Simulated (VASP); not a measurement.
A run of VASP 6.6.1:

Contents of INCAR:

```
SYSTEM = SiC
PREC = Accurate ; ENCUT = 600
EDIFF = 1E-7 ; ISMEAR = 0
SIGMA = 0.02 ; LREAL = .FALSE.
LASPH = .TRUE. ; NELM = 60
ALGO = Normal ; ISIF = 3
LWAVE = .FALSE. ; LCHARG = .FALSE.
METAGGA = R2SCAN ; LMIXTAU = .TRUE.
LUSE_VDW = .TRUE. ; IVDW_NL = 2
BPARAM = 11.95 ; CPARAM = 0.0093
IBRION = 2 ; NSW = 90
EDIFFG = -0.005
```

File KPOINTS:

```
regular mesh
0
G
  10 10 10
  0 0 0
```

File POSCAR:

```
SiC
1.0
    0.0000000000      2.1769966200      2.1769966200
    2.1769966200      0.0000000000      2.1769966200
    2.1769966200      2.1769966200      0.0000000000
Si C
1 1
Direct
    0.7500000000      0.7500000000      0.7500000000
    0.0000000000      0.0000000000      0.0000000000
```

Potentials or basis: VASP PAW PBE potentials, release 64 (Si, C).

Command:

```console
$ cat potpaw_PBE.64/Si/POTCAR potpaw_PBE.64/C/POTCAR > POTCAR
$ mpirun -np 1 vasp_std > vasp.out
```

Hardware: 1 thread of AMD EPYC 7R43 64-Core Processor (Zen 3), on a shared host.

Task: How long does it take, and how much memory?

Result: Run time: 4.5 min on 1 thread of AMD EPYC 7R43 64-Core Processor (Zen 3), with other jobs on the host, peak memory 0.23 GiB. Counts: scf iterations 34, k points 47, ion steps 3.
